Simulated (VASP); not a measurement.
Consider the following.

```xyz
12
Lattice="3.1872 0.0000 0.0000 0.0000 10.2549 0.0000 0.0000 0.0000 21.4350" Properties=species:S:1:pos:R:3 pbc="T T T"
Zr     2.3757     0.0000     8.8588
Zr     2.3757     5.1275     8.8588
Zr     2.3757     2.5637     7.0000
Zr     0.7821     7.6912     7.9294
Zr     0.7821     0.0000    11.6469
Zr     0.7821     5.1275    11.6469
Zr     0.7821     2.5637     9.7881
Zr     2.3757     7.6912    10.7175
Zr     2.3757     0.0000    14.4350
Zr     2.3757     5.1275    14.4350
Zr     2.3757     2.5637    12.5762
Zr     0.7821     7.6912    13.5056
```

Method: PBE GGA, VASP's PBE PAW potentials (set 64) (plane waves; VASP). Run with 300 eV cut-off, 10×4×1 Γ-centred mesh, Fermi-Dirac smearing of 0.10 eV, potentials Zr_sv.

The cell holds a wide vacuum, so values per volume refer to the whole cell.

Question: Predict the energy per atom (σ→0), largest force, band gap (on the k-mesh) with the smallest direct gap where there is one.

Answer: 
- band gap (on the k-mesh) = none (metal, semimetal or under 0.01 eV)
- energy per atom (σ→0) = -7.861 eV/atom
- largest force = 0.04199 Ry/bohr

Only differences to runs with the same potentials and settings are physical.

The cell is a sheet with vacuum, built from a generated structure.
